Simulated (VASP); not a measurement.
## SnBi (space group I-4m2): computed properties

All values below come from PBEsol GGA, VASP's PBE PAW potentials (set 64) (plane waves; VASP).

```json
{
 "space_group": "I-4m2 (119)",
 "cell": "a = b = 6.0875 Å, c = 3.2278 Å, α = β = γ = 90.00°",
 "volume_per_atom": "29.90 Å^3/atom",
 "band gap (over mesh and band path)": "none (metal, semimetal or under 0.01 eV)",
 "density": "9.10 g/cm³"
}
```

Space group I-4m2 (No. 119); a = 6.087 Å, b = 6.087 Å, c = 3.228 Å, α = 90.00°, β = 90.00°, γ = 90.00°

| atom | site | symmetry | x | y | z |
|---|---|---|---|---|---|
| Sn | 2a | -4m2 | 0.0000 | 0.0000 | 0.0000 |
| Bi | 2c | -4m2 | 0.0000 | 0.5000 | 0.2500 |
(The calculation used a cell of 2 atoms; values per cell refer to that cell.)

Unless said otherwise, spin-orbit coupling is left out, though it shifts the bands of the heavy elements here.

The structure comes from a computed database's SnBi entry (I-4m2); how it stands against other phases isn't given here. It was relaxed first. Symmetry was kept, so distortions that lower it aren't found. The electron count is odd and the run is not spin-polarised, which forces a metal.
